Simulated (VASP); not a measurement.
```yaml
crystal:
  lattice:
    - [-3.97797, 3.97797, 2.32965]
    - [3.97797, -3.97797, 2.32965]
    - [3.97797, 3.97797, -2.32965]
  atoms:
    - { symbol: Cd, position: [0.75000, 0.25000, 0.50000] }
    - { symbol: Cd, position: [0.00000, 0.00000, 0.00000] }
    - { symbol: As, position: [0.37500, 0.56674, 0.69174] }
    - { symbol: As, position: [0.31674, 0.12500, 0.69174] }
    - { symbol: As, position: [0.87500, 0.68326, 0.30826] }
    - { symbol: As, position: [0.43326, 0.62500, 0.30826] }
```

Level of theory: PBEsol GGA, VASP's PBE PAW potentials (set 64) (plane waves; VASP 6.6.1). Settings: 400 eV cut-off, Gaussian smearing of 0.050 eV, potentials Cd As.

**Question.** Predict the band gap (along the path) with the smallest direct gap where there is one.

**Answer.** 
```
Item                                   Result
------------------------------------  -------
band gap (along the path)             0.28 eV
smallest direct gap (along the path)  0.83 eV
```

The absolute energy has meaning only against runs of the same code, potentials and settings.

The structure comes from a computed database's CdAs2 entry (I4_122); how it stands against other phases isn't given here. It was relaxed first.
